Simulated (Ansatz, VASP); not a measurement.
# InAs: VASP beside Ansatz, part 3 of 3

One calculation is typed for both programs; each brings its own data sets. How far apart do they land? The structure shown is the start of the Ansatz relaxation below; VASP solves that cell, so the two are compared at the walk's first step.

VASP 6.6.1 and Ansatz 0.2.0.

So far: The starting structure; Ansatz: relaxation, r2SCAN; VASP: single point, r2SCAN, start cell.

## 3. VASP: single point, r2SCAN, start cell (continued)

Level of this step: r2SCAN; plane waves and PAW (As, In_d) (VASP).

Numbers of over 12 decimals in the logs are rounded to 6 here.

Parts of OUTCAR (step 3):

```text
ion  position               nearest neighbor table
   1  0.750  0.750  0.750-   2 2.65   2 2.65   2 2.66   2 2.66
   2  0.000  0.000  0.000-   1 2.65   1 2.65   1 2.66   1 2.66

  LATTYP: Found a body centered orthorhombic cell.
 ALAT       =     4.3193023759
 B/A-ratio  =     1.0099999738
 C/A-ratio  =     1.4142130993

 Subroutine GETGRP returns: Found  4 space group operations
 (whereof  4 operations were pure point group operations)

The static configuration has the point symmetry C_2v.

   k-points           NKPTS =   1728   k-points in BZ     NKDIM =   1728   number of bands    NBANDS=     15

   dimension x,y,z NGX =    30 NGY =   30 NGZ =   30
   dimension x,y,z NGXF=    60 NGYF=   60 NGZF=   60

   ENCUT  =  440.0 eV  32.34 Ry    5.69 a.u.   7.41  7.41  7.46*2*pi/ulx,y,z

   NELECT =      18.0000    total number of electrons

 k-points in reciprocal lattice and weights: Points of the shifted mesh
   0.04166667  0.04166667  0.04166667       0.001
   0.04166667  0.04166667  0.12500000       0.001
   0.04166667  0.04166667  0.20833333       0.001
   0.04166667  0.04166667  0.29166667       0.001
   0.04166667  0.04166667  0.37500000       0.001
   0.04166667  0.04166667  0.45833333       0.001
   0.04166667  0.04166667  0.54166667       0.001
   0.04166667  0.04166667  0.62500000       0.001
   0.04166667  0.04166667  0.70833333       0.001
[...]
0.95833333  0.95833333  0.87500000       0.001
   0.95833333  0.95833333  0.95833333       0.001

 average (electrostatic) potential at core
       1 -54.5148       2-102.5611

 E-fermi :   4.1318

 k-point     1 :       0.0417    0.0417    0.0417
  band No.  band energies     occupation
    ...
      5     -10.7734      2.00000
      6      -8.1504      2.00000
      7       3.2968      2.00000
      8       3.8540      2.00000
      9       3.8542      2.00000
     10       4.4093      0.00000
     11       8.0757      0.00000
     12       8.1414      0.00000
     13       8.2234      0.00000
     14      11.8987      0.00000
    ...

 k-point     2 :       0.0417    0.0417    0.1250
  band No.  band energies     occupation
    ...
      5     -10.7739      2.00000
      6      -8.0579      2.00000
      7       2.3868      2.00000
      8       3.6115      2.00000
      9       3.8059      2.00000
     10       5.0967      0.00000
     11       8.0527      0.00000
     12       8.3081      0.00000
     13       8.4702      0.00000
     14      12.4175      0.00000
    ...

 k-point     3 :       0.0417    0.0417    0.2083
  band No.  band energies     occupation
    ...
      5     -10.7732      2.00000
      6      -7.8360      2.00000
      7       1.1956      2.00000
      8       3.3285      2.00000
      9       3.6141      2.00000
     10       5.5125      0.00000
     11       8.4057      0.00000
     12       8.5744      0.00000
     13       8.8798      0.00000
     14      12.5922      0.00000
    ...

  Total       -0.1983645     -0.1983645     -0.1320878     -0.2043202      0.0000000      0.0000000
  in kB       -5.5223940     -5.5223940     -3.6772768     -5.6881991      0.0000000      0.0000000
  external PRESSURE =      -4.9073550 kB  Pullay stress =       0.0000000 kB

  energy-cutoff  :      440.00
  volume of cell :       57.55
      direct lattice vectors                 reciprocal lattice vectors
     0.015271000  3.069479000  3.054207000    -0.163708562  0.163708562  0.163708616
     3.069479000  0.015271000  3.054207000     0.163708562 -0.163708562  0.163708616
     3.084750000  3.084750000  0.000000000     0.162087689  0.162087689 -0.163708616

 POSITION                                       TOTAL-FORCE (eV/Angst)
 -----------------------------------------------------------------------------------
      4.62712      4.62712      4.58131        -0.000000     -0.000000      0.068172
      0.00000      0.00000      0.00000         0.000000      0.000000     -0.068172
 -----------------------------------------------------------------------------------
    total drift:                                0.000171      0.000171     -0.000468

  FREE ENERGIE OF THE ION-ELECTRON SYSTEM (eV)
  ---------------------------------------------------
  free  energy   TOTEN  =       -38.0596286891 eV

  energy  without entropy=      -38.0596286891  energy(sigma->0) =      -38.05962869

 total charge
# of ion       s       p       d       tot
------------------------------------------
    1        1.216   1.590   0.021   2.826
    2        0.835   0.725   9.886  11.445
--------------------------------------------------
tot          2.050   2.315   9.907  14.271

[... 3 further parts left out ...]
```

The run ends at a pressure of -0.49 GPa, with forces up to 0.068 eV/Å.

## 4. Comparison

Known differences besides the potentials themselves: VASP keeps PBE cores, Ansatz makes them for the functional; the data sets hold 28 valence electrons in Ansatz (on its PAW soft_1 files) and 18 in VASP; the cutoff is 500 eV in Ansatz and 440 eV in VASP. Total energies have different zeros and are not compared.

Forces (eV/Å; atoms numbered as in POSCAR):

```
atom         Ansatz x, y, z          VASP x, y, z
 As1  -0.001, -0.001, 0.068   0.000, 0.000, 0.068
 In2   0.001, 0.001, -0.068  0.000, 0.000, -0.068
```

The forces differ by 0.5 meV/Å r.m.s., which is 1.4 % of the r.m.s. force of 0.039 eV/Å (both taken over all components).

## 5. Summary of results

```json
{
 "r.m.s. force difference (single point, r2SCAN, start cell)": "0.54 meV/Å"
}
```

What this shows: The r.m.s. force difference is 0.54 meV/Å (single point, r2SCAN, start cell), within the 12 meV/Å picked in this series as the mark of a large difference. The data sets hold unlike numbers of valence electrons (28 in Ansatz and 18 in VASP), so part of the differences comes from the potentials. Such differences can come from data sets, numerical settings and the points named under the comparisons, not from the functional's error against experiment.

[Lines on the potential files, build, host, timing and source positions are cut from VASP's logs without a mark.]

[Logs are printed without paths, hosts, clocks, repeated set-up lines and the standing remarks that a program may print on its own settings, such as how far it seeks lower states.]

[Hosts, paths, dates, database ids (printed as entryN), source tags and the programs' standing remarks are cut or masked in the printed files.]
